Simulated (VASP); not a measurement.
Wanted: the native input for a VASP 6.6.1 run.

```yaml
Task: single point
Functional: PBE
Potentials_or_basis: VASP PAW PBE potentials, release 64 (O, H, S)
Cutoff: 520 eV
k_mesh: 1 × 1 × 1
Occupations: fermi-dirac, width 0.02 eV
Spin: no spin polarisation
Dipole_correction: no
Further_INCAR_settings: LREAL = Auto; ALGO = Normal; EDIFF = 1e-07; NBANDS = 44
```

The structure of H14SO6 lies in POSCAR:

```
H14SO6
1.0
    6.0000000000      0.0000000000      0.0000000000
    0.0000000000      6.0000000000      0.0000000000
    0.0000000000      0.0000000000      6.0000000000
O H S
6 14 1
Direct
    0.0250833333      0.5979666667      0.5181000000
    0.2403833333     -0.1395000000      0.2342500000
    0.5459833333      0.1173166667      0.8297000000
    0.2031833333      0.3975833333      0.8504333333
    0.5125333333      0.2848500000      0.3372166667
    0.9148500000      0.1555166667      0.1079666667
    0.1031333333      0.7058333333      0.4105500000
   -0.1259833333      0.5635166667      0.4685666667
    0.1081000000     -0.0362833333      0.1736833333
    0.3444833333     -0.0173666667      0.2691166667
    0.5399666667     -0.0421500000      0.8405000000
    0.5594333333      0.1393000000      0.6675500000
    0.1303666667      0.4878666667      0.7411500000
    0.3046000000      0.2818833333      0.7975166667
    0.6501000000      0.2953500000      0.2414000000
    0.4256166667      0.4140500000      0.2929333333
    1.0146000000      0.2540166667      0.0179666667
    0.8049000000      0.0961333333     -0.0079166667
    0.4893166667      0.5717833333      1.0106500000
    0.6984666667      0.7599833333      1.1779333333
    0.7099000000      0.6267666667      1.0008166667
```

The cell was built by a generator and needn't be a form met in nature.

These files were run (other wordings do the same):

INCAR

```
SYSTEM = H14SO6
  ALGO = Normal
  EDIFF = 1E-7
  ENCUT = 520
  GGA = PE
  ISIF = 2
  ISMEAR = -1
  LASPH = .TRUE.
  LCHARG = .FALSE.
  LREAL = Auto
  LWAVE = .FALSE.
  NBANDS = 44
  NELM = 100
  PREC = Accurate
  SIGMA = 0.02
```

KPOINTS

```
k-points
0
G
  1 1 1
  0 0 0
```

Potentials or basis: VASP PAW PBE potentials, release 64 (O, H, S).

Launch:

```sh
$ cat potpaw_PBE.64/O/POTCAR potpaw_PBE.64/H/POTCAR potpaw_PBE.64/S/POTCAR > POTCAR
$ mpirun -np 1 vasp_gam > vasp.out
```

It gave:

```json
{
  "Pressure": "0.8 GPa",
  "Largest force": "2.648 eV/Å",
  "Band gap on the k mesh": "4.04 eV, direct"
}
```

It took 17 s on 1 thread of AMD EPYC 9R45 96-Core Processor (Zen 5), on a shared host, peak memory 0.26 GiB.
